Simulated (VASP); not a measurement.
Input:

```yaml
crystal:
  lattice:
    - [2.85392, 0.00000, 0.00000]
    - [0.00000, 2.85392, 0.00000]
    - [0.00000, 0.00000, 2.85392]
  atoms:
    - { symbol: Cr, position: [0.00000, 0.00000, 0.00000], spin: 0.7 }
    - { symbol: Cr, position: [0.50000, 0.50000, 0.50000], spin: -0.7 }
```

All values below come from PW91 GGA, VASP's PBE PAW potentials (set 64) (plane waves; VASP). Run with 520 eV cut-off, Gaussian smearing of 0.050 eV, potentials Cr_pv.

Predict the cell moment, band gap (along the path) with the smallest direct gap where there is one.

- band gap (along the path) = none (metal, semimetal or under 0.01 eV)
- cell moment = 0.00 μB

Total energies compare only between runs with the same potentials, cut-off and functional.

The compound is Cr in the bcc, AFM order structure. It was relaxed first.
